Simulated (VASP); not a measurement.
# MgH8Cl2O4: single point with PBE+D3(BJ)

The system is MgH8Cl2O4.

```
O H Mg Cl
1.0
     5.89253    0.00000    0.00000
     0.00000    5.89253    0.00000
     0.00000    0.00000    5.89253
O H Mg Cl
4 8 1 2
Direct
  0.14068 0.74374 0.69939
  0.82211 0.21983 0.88686
  0.45249 0.03155 0.59373
  0.30452 0.39350 0.88088
  0.19743 0.62561 0.80490
  0.15932 0.85822 0.82289
  0.73900 0.06603 0.91112
  0.75513 0.27845 0.74797
  0.60897 0.01568 0.53215
  0.39136 0.16697 0.64465
  0.19270 0.29710 0.92832
  0.39648 0.40981 0.01419
  0.25441 0.74167 0.38245
  0.96470 0.88375 0.17524
  0.61020 0.57006 0.28735
```

The cell was built by a generator and needn't be a form met in nature.

```yaml
Program: VASP 6.6.1
Task: single point
Functional: PBE
Dispersion: D3(BJ)
Potentials_or_basis: VASP PAW PBE potentials, release 64 (O, H, Mg, Cl)
Cutoff: 520 eV
k_mesh: 1 × 1 × 1
Occupations: fermi-dirac, width 0.05 eV
Spin: no spin polarisation
```

The pressure is 2.2 GPa. The largest force is 4.788 eV/Å and the band gap on the k mesh is 3.30 eV, direct. The dispersion energy per atom is -0.059 eV.

Forces on the atoms (eV/Å):
```
O   -0.096  0.433  1.265
O   -1.014 -1.962 -0.165
O    1.411 -4.089 -2.054
O    1.935  1.517 -1.448
H   -0.018 -1.492 -0.604
H   -0.674  0.444 -1.132
H    1.352  2.179 -0.266
H   -0.041  0.275 -0.056
H   -0.966  1.061  0.461
H   -0.053  2.996  0.698
H   -3.389 -2.334  0.971
H    1.430  0.434  1.016
Mg   0.889  0.589  0.802
Cl   1.061  0.295  0.099
Cl  -1.825 -0.347  0.413
```

Stress tensor (GPa, compression positive):
```
 0.95  1.69  0.23
 1.69  4.90 -2.42
 0.23 -2.42  0.64
```

Levels at points of the mesh, in eV from the valence-band top:
| k point | band 22 | band 23 | band 24 | band 25 | band 26 | band 27 |
| --- | --- | --- | --- | --- | --- | --- |
| (0.00, 0.00, 0.00) | -1.22 | -0.76 | 0.00 | 3.30 | 5.98 | 6.64 |

Wall time 23 s on 1 thread of Intel(R) Xeon(R) Platinum 8488C (Sapphire Rapids) (shared host), peak memory 0.31 GiB.

A hybrid or GW would open this gap; PBE tends to underestimate it.
